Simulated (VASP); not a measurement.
Consider the following.

```yaml
crystal:
  lattice:
    - [6.30408, 0.00000, 0.00000]
    - [0.00000, 6.30408, 0.00000]
    - [0.00000, 0.00000, 6.30408]
  atoms:
    - { symbol: Cs, position: [0.00000, 0.00000, 0.00000] }
    - { symbol: Sn, position: [0.50000, 0.50000, 0.50000] }
    - { symbol: I, position: [0.50000, 0.00000, 0.50000] }
    - { symbol: I, position: [0.00000, 0.50000, 0.50000] }
    - { symbol: I, position: [0.50000, 0.50000, 0.00000] }
```

These are PBE GGA, VASP's PBE PAW potentials (set 64) (plane waves; VASP) values and carry that method's errors. Settings: 500 eV cut-off, 4×4×4 Γ-centred mesh, Gaussian smearing of 0.050 eV, potentials Cs_sv Sn_d I.

Unless said otherwise, spin-orbit coupling is left out, though it shifts the bands of the heavy elements here.

### Question
Predict the energy per atom (σ→0), band gap (on the k-mesh) with the smallest direct gap where there is one.

### Answer

```json
{
  "band gap (on the k-mesh)": "0.50 eV",
  "smallest direct gap (on the k-mesh)": "0.50 eV",
  "energy per atom (σ→0)": "-269.7 kJ/mol of atoms"
}
```

Only differences to runs with the same potentials and settings are physical.

The compound is CsSnI3 in the cubic perovskite structure, the ideal cubic form; the compound distorts at low or room temperature. It was relaxed first.
